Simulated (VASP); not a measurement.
Input:

```
AlP
1.0
    0.00000     2.75340     2.75340
    2.75340     0.00000     2.75340
    2.75340     2.75340     0.00000
Al P
1 1
Direct
  0.00000   0.00000   0.00000
  0.25000   0.25000   0.25000
```

These are PBE GGA, VASP's PBE PAW potentials (set 64) (plane waves; VASP) values and carry that method's errors. Numerical set-up: 400 eV cut-off, Gaussian smearing of 0.050 eV, potentials Al P.

Question: Give the energies of bands 2 to 7 at the high-symmetry points, in eV from the valence-band maximum.

Answer: 
```csv
band,Γ,X,U,L,W
2,0.00,-5.22,-4.95,-5.42,-4.85
3,0.00,-2.05,-3.32,-0.75,-3.08
4,0.00,-2.05,-1.69,-0.75,-2.73
5,3.09,1.63,2.46,2.72,4.32
6,4.53,2.48,5.07,4.81,5.82
7,4.53,10.85,8.37,4.81,6.13
```

The gap is indirect, 1.63 eV, from the valence maximum at Γ to the conduction minimum at X.

The structure was generated: AlP was put into the zinc blende type (F-43m), which need not be its known phase. It was relaxed first, which changed the volume by +14 %.
